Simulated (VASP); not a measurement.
Method: PBEsol GGA, VASP's PBE PAW potentials (set 64) (plane waves; VASP). For the first row: Numerical set-up: 400 eV cut-off, 9×9×9 Γ-centred mesh, tetrahedra with Blöchl corrections, potentials Ta_pv Zn.

```csv
system,energy (eV/atom)
TaZn₃ (space group Pm-3m),-4.4115
Ta (bcc),-12.5512
Zn (hcp),-1.5812
```

The references are the elements' solids at the same level; no temperature or zero-point terms are added.

### Question
What is the formation energy per atom of TaZn₃?

### Answer
The references average (1×(-12.5512) + 3×(-1.5812))/4 = -4.3237 eV, so the formation energy is -4.4115 − (-4.3237) = -0.088 eV/atom.
